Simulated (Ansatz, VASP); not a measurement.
**H15C19 (amorphous poly(p-phenylene) at 300 K): VASP beside Ansatz**

Wanted: the spread between two codes on one cell, functional and k mesh. The cell is taken from a series of runs on this material, whose earlier steps may have relaxed, scaled, displaced or heated it; both programs get it as it stands.

Program: Ansatz 0.2.0. Level of theory: plane waves, with VASP 6.6.1 beside it; single point at PBE with D3(BJ). Results are calculated unless marked as measured.

### Step 1. Starting point

The cell holds 136 atoms: 76 C and 60 H. Cell: a = 11.572 Å, b = 10.435 Å, c = 11.186 Å, α = 90.9°, β = 91.1°, γ = 91.3°. As first built, before any earlier steps moved the atoms (in the runner's words): 2 poly(p-phenylene) chains of 6 units placed at random, at 1.2 g/cm^3; overlaps pushed apart, then 20 ps at 800 K with MMFF94 bonds, angles, torsions, charges and radii (Halgren, J. Comput. Chem. 17, 490 (1996)) in harmonic and 12-6 forms; charges of ions scaled by 0.8. Snapshot after 30 ps at 300 K and fixed volume.

### Step 2. VASP: single point, PBE with D3(BJ)

With cell and atoms fixed, the geometry can't cause a difference; cores, projectors, grids and the points listed under the comparison can.

Lines of VASP's logs that name or quote its potential files are left out, and so is its time.

File INCAR:

```
SYSTEM = H15C19
PREC = Accurate
ENCUT = 600
EDIFF = 1E-06
NELM = 120
ISMEAR = 0
SIGMA = 0.01
LREAL = Auto
ALGO = Normal
GGA = PE
IVDW = 12
NBANDS = 277
LORBIT = 11
LWAVE = .FALSE.
LCHARG = .FALSE.
ISIF = 2
LASPH = .TRUE.
GGA_COMPAT = .FALSE.
EFERMI = MIDGAP
```

File POSCAR:

```
H15C19
1.0
   11.5707500000     -0.1214800000     -0.1087700000
   -0.1214800000     10.4337100000     -0.0823500000
   -0.1087700000     -0.0823500000     11.1851000000
C H
76 60
Direct
    0.4211600000      0.7841000000      0.8225200000
    0.3432000000      0.8941200000      0.8471300000
    0.2860300000      0.9047000000      0.9561200000
    0.2129900000      0.0057900000      0.9794600000
    0.1939400000      0.1014300000      0.8943800000
    0.2516000000      0.0907600000      0.7854500000
    0.3244000000      0.9893100000      0.7624300000
    0.1088900000      0.2020400000      0.9156000000
    0.0819300000      0.2426800000      0.0320500000
    0.9883800000      0.3203900000      0.0527300000
    0.9156200000      0.3597100000      0.9584400000
    0.9508100000      0.3313900000      0.8416600000
    0.0453000000      0.2547900000      0.8207400000
    0.8014000000      0.4137000000      0.9820900000
    0.7350900000      0.4764800000      0.8950900000
    0.6218400000      0.5114600000      0.9170100000
    0.5713400000      0.4895300000      0.0284300000
    0.6389300000      0.4316900000      0.1168500000
    0.7500200000      0.3924200000      0.0930000000
    0.4518100000      0.5259100000      0.0549100000
    0.4295000000      0.6004200000      0.1569900000
    0.3182900000      0.6404200000      0.1803300000
    0.2239300000      0.6061300000      0.1044600000
    0.2458800000      0.5254000000      0.0058300000
    0.3575300000      0.4871600000      0.9810300000
    0.1088900000      0.6612900000      0.1230300000
    0.0284600000      0.6689900000      0.0277500000
    0.9246100000      0.7313600000      0.0409500000
    0.8976200000      0.7935500000      0.1487200000
    0.9757500000      0.7824000000      0.2456500000
[... 100 atom lines left out ...]
    0.9114500000      0.2839200000      0.3402700000
    0.7395700000      0.2098400000      0.6694500000
    0.6235300000      0.4032500000      0.6421800000
    0.8611600000      0.0296000000      0.4772400000
    0.9115900000      0.0888500000      0.6176400000
    0.9897000000      0.1253900000      0.4861000000
```

File KPOINTS:

```
Automatic mesh
0
Gamma
1 1 1
0 0 0
```

The projector-augmented-wave data sets are C and H (PBE family, release 64).

On the command line:

```bash
$ export OMP_NUM_THREADS=3
$ mpirun -np 1 vasp_gam
```

Numbers of over 12 decimals in the logs are rounded to 6 here.

What it wrote:

```text
[banner, memory and clock lines left out]
running    1 mpi-ranks, on    1 nodes
[...]
Offloading initialized ...    1 GPUs detected
[...]
LDA part: xc-table for (Slater+PW92), standard interpolation
 POSCAR, INCAR and KPOINTS ok, starting setup
[...]
entering main loop
       N       E                     dE             d eps       ncg     rms          rms(c)
DAV:   1     0.267510120438E+04    0.26751E+04   -0.20371E+05   554   0.137E+03
DAV:   2    -0.658248773423E+03   -0.33333E+04   -0.31542E+04   711   0.298E+02
DAV:   3    -0.978645845385E+03   -0.32040E+03   -0.31649E+03   684   0.928E+01
DAV:   4    -0.987448457249E+03   -0.88026E+01   -0.87676E+01   708   0.173E+01
[...]
DAV:  15    -0.906216304396E+03    0.61503E-05   -0.48956E-05   652   0.174E-02    0.966E-03
DAV:  16    -0.906216302568E+03    0.18280E-05   -0.15161E-05   684   0.113E-02    0.534E-03
DAV:  17    -0.906216303066E+03   -0.49792E-06   -0.51643E-06   700   0.775E-03
   1 F= -.91666562E+03 E0= -.91666562E+03  d E =0.000000E+00
```

From OUTCAR (step 2):

```text
  FREE ENERGIE OF THE ION-ELECTRON SYSTEM (eV)
  ---------------------------------------------------
  free  energy   TOTEN  =      -916.6656243843 eV

  energy  without entropy=     -916.6656243843  energy(sigma->0) =     -916.66562438
```

The run ends at a pressure of -0.03 GPa, with forces up to 0.040 eV/Å.

### Step 3. Ansatz: single point, PBE with D3(BJ)

Ansatz runs on its default PAW (the set named soft_2) files.

The same cell, functional and mesh now go to Ansatz, which takes its cutoff from its data sets.

File input.yaml:

```yaml
crystal:
  lattice:
    - [11.57075, -0.12148, -0.10877]
    - [-0.12148, 10.43371, -0.08235]
    - [-0.10877, -0.08235, 11.1851]
  atoms:
    - { symbol: C, position: [0.42116, 0.7841, 0.82252] }
    - { symbol: C, position: [0.3432, 0.89412, 0.84713] }
    - { symbol: C, position: [0.28603, 0.9047, 0.95612] }
    - { symbol: C, position: [0.21299, 0.00579, 0.97946] }
    - { symbol: C, position: [0.19394, 0.10143, 0.89438] }
    - { symbol: C, position: [0.2516, 0.09076, 0.78545] }
    - { symbol: C, position: [0.3244, 0.98931, 0.76243] }
    - { symbol: C, position: [0.10889, 0.20204, 0.9156] }
    - { symbol: C, position: [0.08193, 0.24268, 0.03205] }
    - { symbol: C, position: [0.98838, 0.32039, 0.05273] }
    - { symbol: C, position: [0.91562, 0.35971, 0.95844] }
    - { symbol: C, position: [0.95081, 0.33139, 0.84166] }
    - { symbol: C, position: [0.0453, 0.25479, 0.82074] }
    - { symbol: C, position: [0.8014, 0.4137, 0.98209] }
    - { symbol: C, position: [0.73509, 0.47648, 0.89509] }
    - { symbol: C, position: [0.62184, 0.51146, 0.91701] }
    - { symbol: C, position: [0.57134, 0.48953, 0.02843] }
    - { symbol: C, position: [0.63893, 0.43169, 0.11685] }
    - { symbol: C, position: [0.75002, 0.39242, 0.093] }
    - { symbol: C, position: [0.45181, 0.52591, 0.05491] }
    - { symbol: C, position: [0.4295, 0.60042, 0.15699] }
    - { symbol: C, position: [0.31829, 0.64042, 0.18033] }
    - { symbol: C, position: [0.22393, 0.60613, 0.10446] }
    - { symbol: C, position: [0.24588, 0.5254, 0.00583] }
    - { symbol: C, position: [0.35753, 0.48716, 0.98103] }
    - { symbol: C, position: [0.10889, 0.66129, 0.12303] }
    - { symbol: C, position: [0.02846, 0.66899, 0.02775] }
    - { symbol: C, position: [0.92461, 0.73136, 0.04095] }
    - { symbol: C, position: [0.89762, 0.79355, 0.14872] }
    - { symbol: C, position: [0.97575, 0.7824, 0.24565] }
[... 100 atom lines left out ...]
    - { symbol: H, position: [0.91145, 0.28392, 0.34027] }
    - { symbol: H, position: [0.73957, 0.20984, 0.66945] }
    - { symbol: H, position: [0.62353, 0.40325, 0.64218] }
    - { symbol: H, position: [0.86116, 0.0296, 0.47724] }
    - { symbol: H, position: [0.91159, 0.08885, 0.61764] }
    - { symbol: H, position: [0.9897, 0.12539, 0.4861] }
kpoints:
  mp_grid: { grid: [1, 1, 1] }
hamiltonian:
  xc: pbe
  dispersion: d3bj
scf:
  occupations: { method: fixed }
output:
  forces: true
  stress: true
  populations: true
  dos:
    method: { smearing: { sigma: 0.15 } }
    de: 0.1
    projected: { site_lists: { C: [C], H: [H] } }
  eigenvalues: true
  write_density: true
  write_potential: true
  volumetric_format: npy
```

On the command line:

```bash
$ ansatz run input.yaml --threads 4 --pin off --max-ram 8192MiB --backend cpu --events-out ev --progress --plain --runs-dir out
```

What it wrote:

```text
Engine: ansatz 0.2.0, x86_64-unknown-linux-gnu
Pseudopotentials: kind: paw
Pseudopotential: C, paw, valence charge 4, recommended cutoff 420 eV (normal), C.paw.azcp
Pseudopotential: H, paw, valence charge 1, recommended cutoff 420 eV (normal), H.paw.azcp
Functional definition: PBE
  parameter kappa = 0.804
  parameter beta = 0.066725
  exchange = pbe_x(kappa = kappa, mu = beta*pi^2/3)
  correlation = pbe_c(beta = beta)
Crystal: 136 atoms, lattice volume = 1349.962 Å³
Basis set: ecut = 420 eV, 26403 PW (Γ), exchange–correlation on 160×144×150 points (8 copies of the dense FFT grid, shifted against one another)
Bands: 318, of which v1, the nominal top of the filled ones, is band 182 counted from 1 (181 counted from 0)
Symmetry: 1 space group operations
Space group: P1 (ITA 1), of the structure as read, at distance tolerance 1.1e-4 Å
k-points: 1
Non-local potential: C, projectors of the file, l = 0: 2, l = 1: 2, l = 2: 1
Non-local potential: H, projectors of the file, l = 0: 2, l = 1: 1
PAW form: soft (Blöchl's): semilocal exchange-correlation on the pseudo side does not see the compensation charge
PAW one-centre angular grid: C, 110 points (default); XC on 64 Gauss nodes
PAW one-centre angular grid: H, 110 points (default); XC on 64 Gauss nodes
Initial density: superposition of atomic densities (neutral atoms: chi_scale 0, normalization atom), corrected by the library's trained network
Initial wavefunctions: pseudopotential atomic-orbital guess
Functional: x = pbe(κ = 0.804, μ = 0.219515), c = pbe(β = 0.066725)
SCF iter   1: F=—  HF=-20036.161924 eV  |F-HF|=—  |Δ(HF+E_count)|=         —  Δρ=3.26e-3  dr2=1.97e-1  ethr=1.77e-3  ⟨swp⟩=4.0  Hψ=1100  notcnv=0  defer=132
preconditioner: auto → Resta (q_TF=auto, 2.193 Å⁻¹)  ε∞=2.6  [insulator: Δε(μ)=2.706 eV  Ē_g=15.136 eV  n_scr=246 (ndim 8)  ℏωp=19.3 eV  f_vac=0.157  ε∞_Penn≈2.6]
SCF iter   2: F=—  HF=-20036.150764 eV  |F-HF|=—  |Δ(HF+E_count)|=   1.12e-2  Δρ=1.60e-3  dr2=3.54e-2  ethr=5.41e-5  ⟨swp⟩=3.0  Hψ=550  notcnv=0  defer=134
SCF iter   3: F=—  HF=-20036.160170 eV  |F-HF|=—  |Δ(HF+E_count)|=   9.41e-3  Δρ=5.98e-4  dr2=6.02e-3  ethr=9.72e-6  ⟨swp⟩=2.0  Hψ=308  notcnv=0  defer=134
SCF iter   4: F=—  HF=-20036.161611 eV  |F-HF|=—  |Δ(HF+E_count)|=   1.44e-3  Δρ=1.79e-4  dr2=7.50e-4  ethr=1.65e-6  ⟨swp⟩=2.0  Hψ=332  notcnv=0  defer=134
SCF iter   5: F=—  HF=-20036.161870 eV  |F-HF|=—  |Δ(HF+E_count)|=   2.60e-4  Δρ=7.20e-5  dr2=1.22e-4  ethr=2.06e-7  ⟨swp⟩=2.0  Hψ=332  notcnv=0  defer=134
SCF iter   6: F=—  HF=-20036.161872 eV  |F-HF|=—  |Δ(HF+E_count)|=   1.67e-6  Δρ=2.80e-5  dr2=1.39e-5  ethr=3.35e-8  ⟨swp⟩=2.0  Hψ=321  notcnv=0  defer=133
SCF iter   7: F=—  HF=-20036.161817 eV  |F-HF|=—  |Δ(HF+E_count)|=   5.48e-5  Δρ=9.35e-6  dr2=1.56e-6  ethr=3.82e-9  ⟨swp⟩=2.0  Hψ=475  notcnv=0  defer=132
SCF iter   8: F=—  HF=-20036.161817 eV  |F-HF|=—  |Δ(HF+E_count)|=   3.16e-7  Δρ=3.02e-6  dr2=1.68e-7  ethr=4.28e-10  ⟨swp⟩=2.0  Hψ=360  notcnv=0  defer=132
SCF iter   9: F=-20036.161817 eV  HF=-20036.161817 eV  |F-HF|=1.13e-9  |Δ(HF+E_count)|=   8.00e-8  Δρ=1.12e-6  dr2=2.78e-8  ethr=2.75e-11  ⟨swp⟩=23.0  Hψ=3195  notcnv=0
SCF 1 converged in 9 iterations: F = -20036.161817 eV  dr2 = 2.78e-8
  greatest PAW one-centre occupation: 0.679 electrons in one spin orbital (limit 2), on the C atom at site 18 (counted from 0), in its partial waves of l = 0
[...]
atom  94  C      0.00036266     0.00196528    -0.00004033
  atom  95  C      0.00012809     0.00046129     0.00034103
  atom  96  C      0.00064221     0.00038509    -0.00108314
  atom  97  C     -0.00212133    -0.00354967    -0.00028176
  atom  98  C      0.00004892     0.00029826     0.00060076
  atom  99  C     -0.00180827    -0.00051639     0.00073162
  atom 100  C      0.00233279    -0.00054645     0.00144416
  atom 101  C     -0.00387595     0.00334027     0.00354070
  atom 102  C      0.00434204    -0.00063426     0.00090097
  atom 103  C      0.00449341    -0.00057495    -0.00376869
  atom 104  C     -0.00215603    -0.00072937    -0.00243922
  atom 105  C     -0.00030833    -0.00144884    -0.00296238
  atom 106  C     -0.00108484     0.00040887    -0.00632647
  atom 107  H     -0.00068462     0.00061938    -0.00090021
  atom 108  H      0.00375096     0.00158105     0.00104380
  atom 109  H     -0.00084590    -0.00056480    -0.00226751
  atom 110  H      0.00081967     0.00261848     0.00096738
  atom 111  H     -0.00069536     0.00161039    -0.00046238
  atom 112  H     -0.00034025     0.00019183     0.00027003
  atom 113  H      0.00329407     0.00135659     0.00183515
  atom 114  H     -0.00164942    -0.00079240    -0.00052370
  atom 115  H      0.00091942     0.00238842     0.00098603
  atom 116  H      0.00150689     0.00105765     0.00110773
  atom 117  H      0.00065670    -0.00058184    -0.00031264
[...]
atom 129  H      0.00112014    -0.00000359     0.00004820
  atom 130  H      0.00238770     0.00041157    -0.00203165
  atom 131  H     -0.00056256     0.00103298     0.00156566
  atom 132  H     -0.00087622    -0.00125451     0.00237789
  atom 133  H      0.00071012    -0.00093126     0.00124989
  atom 134  H      0.00013643     0.00120127     0.00454791
  atom 135  H      0.00286255    -0.00001467     0.00228230
  atom 136  H     -0.00297188    -0.00169795    -0.00298953
  max |Σ_I F_I| component: 4.49e-5 eV/Å
--- Stress (GPa, compression-positive) ---
        0.038325       0.002918      -0.007223
        0.002913      -0.038159      -0.002072
       -0.007222      -0.002073       0.013241
  P = ⅓ Tr σ = 0.0045 GPa (0.045 kbar)
--- Band table (eV) ---
  k-point 0: bands = [... 178 lower, 0.5621, 0.7598, 0.8572, 0.8978, 3.5782, 3.6213, 3.9899, 4.1078, ... 132 higher]
--- Löwdin populations: 136 sites ---
  site symbol       q [e]
     0      C      4.4629
     1      C      3.9434
     2      C      4.1317
     3      C      4.1353
     4      C      3.9763
     5      C      4.1331
     6      C      4.1382
     7      C      3.9619
     8      C      4.1328
     9      C      4.1297
    10      C      3.9670
    11      C      4.1190
    12      C      4.1267
    13      C      3.9600
    14      C      4.1268
    15      C      4.1400
    16      C      3.9621
    17      C      4.1306
    18      C      4.1268
    19      C      3.9644
    20      C      4.1241
    21      C      4.1257
    22      C      3.9642
    23      C      4.1258
[...]
128      H      0.8141
   129      H      0.8072
   130      H      0.8273
   131      H      0.8056
   132      H      0.8179
   133      H      0.8014
   134      H      0.7974
   135      H      0.8172
  spilling = 0.011264 (of n_electrons = 364.000000)
```

In the SCF lines HF is the Harris–Foulkes energy and dr2 the Hartree energy of the density residual, in eV; the loop may stop once dr2 is under the threshold and the program's other checks hold. Hψ counts applications of the Hamiltonian.

### Step 4. Side by side

Known differences besides the potentials themselves: fixed occupations in Ansatz, narrow Gaussian smearing in VASP; the cutoff is 420 eV in Ansatz and 600 eV in VASP (PREC = Accurate, projectors in real space). Total energies have different zeros and are not compared.

Compared:

```
              quantity  Ansatz   VASP  difference
        pressure (GPa)    0.00  -0.03       +0.03
gap on the k mesh (eV)   2.680  2.679      +0.001
```

At this near-relaxed geometry the largest component of a force difference is 34 meV/Å. A gap on the mesh is an upper bound, since the band edges may lie between its points.

### Step 5. Outcome

* r.m.s. force difference (single point, PBE with D3(BJ)): 14 meV/Å

In words: The r.m.s. force difference is 14 meV/Å (single point, PBE with D3(BJ)), beyond the 12 meV/Å picked in this series as the mark of a large difference. What causes the difference of the single point, PBE with D3(BJ) pair stays open here. Such differences can come from data sets, numerical settings and the points named under the comparisons, not from the functional's error against experiment.

[Lines on the potential files, build, host, timing and source positions are cut from VASP's logs without a mark.]

[Logs are printed without paths, hosts, clocks, repeated set-up lines and the standing remarks that a program may print on its own settings, such as how far it seeks lower states.]

[Hosts, paths, dates, database ids (printed as entryN), source tags and the programs' standing remarks are cut or masked in the printed files.]

[The MMFF94 radii named for the starting cell were scaled by 0.96; in molecules described by MMFF94, hydrogen bound to N, O or S took a small fixed 12-6 site in their place.]
